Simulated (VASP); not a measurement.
Input:

```
ZnS
1.0
    0.00000     2.53028     2.53028
    2.53028     0.00000     2.53028
    2.53028     2.53028     0.00000
Zn S
1 1
Direct
  0.00000   0.00000   0.00000
  0.25000   0.25000   0.25000
```

All values below come from PBEsol GGA, VASP's PBE PAW potentials (set 64) (plane waves; VASP). Numerical set-up: 500 eV cut-off, 9×9×9 Γ-centred mesh, Gaussian smearing of 0.050 eV, potentials Zn S.

Q: Estimate the energy per atom (σ→0), pressure.

A: 
```
Quantity                       Result
---------------------  --------------
energy per atom (σ→0)  -3.630 eV/atom
pressure                    19.98 GPa
```

The compound is ZnS in the zinc blende structure. It was relaxed first under an external pressure of 20 GPa.
